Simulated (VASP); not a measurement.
A VASP calculation is set up with these files.

### POSCAR
```
Lu
1
    1.7500000000    -3.0310890000     0.0000000000
    1.7500000000     3.0310890000     0.0000000000
    0.0000000000     0.0000000000     5.5500000000
Lu
2
Direct
  0.3333330000   0.6666670000   0.2500000000
  0.6666670000   0.3333330000   0.7500000000
```

**INCAR**
```
! general
SYSTEM   =  Lu
PREC     =  Accurate
ENCUT    =  520
LREAL    =  F
LASPH    =  T

! electronic loop
EDIFF    =  1E-6
NELM     =  100
ALGO     =  Normal
LMAXMIX  =  6

! smearing
ISMEAR   =  1
SIGMA    =  0.1

! functional
GGA      =  RP

! ions
IBRION   =  2
NSW      =  60
ISIF     =  3
EDIFFG   =  -0.01

! output
LWAVE    =  F
LCHARG   =  F
```

**KPOINTS**
```
Automatic mesh
0
G
 11 11 6
```

POTCAR, in this order: Lu_3 (PBE.64 set). Program: vasp_std.

Question: Write an equivalent input for Quantum ESPRESSO's pw.x.

Answer: One equivalent input (not run):
```
&CONTROL
  calculation = 'vc-relax'
  pseudo_dir = './pseudo'
  outdir = './out'
  tprnfor = .true.
  tstress = .true.
  nstep = 60
  forc_conv_thr = 0.00039
/
&SYSTEM
  ibrav = 0
  nat = 2
  ntyp = 1
  ecutwfc = 100
  occupations = 'smearing'
  smearing = 'methfessel-paxton'
  degauss = 0.00735
  input_dft = 'rpbe'
/
&ELECTRONS
  conv_thr = 7.3e-08
  electron_maxstep = 100
/
&IONS
/
&CELL
/
ATOMIC_SPECIES
  Lu 174.967 Lu.upf
CELL_PARAMETERS angstrom
     1.7500000   -3.0310890    0.0000000
     1.7500000    3.0310890    0.0000000
     0.0000000    0.0000000    5.5500000
ATOMIC_POSITIONS crystal
  Lu   0.3333330  0.6666670  0.2500000
  Lu   0.6666670  0.3333330  0.7500000
K_POINTS automatic
  11 11 6 0 0 0
```
What does not carry over: the potentials are each code's own (VASP's PAW set, PseudoDojo norm-conserving files in pw.x), so ENCUT and ecutwfc are chosen apart and not converted; conv_thr bounds pw.x's estimated SCF error, while EDIFF bounds the energy change between steps; forc_conv_thr acts on force components and is met together with etot_conv_thr.

The compound is Lu in the hcp structure. This run relaxes it. Symmetry was kept, so distortions that lower it aren't found.
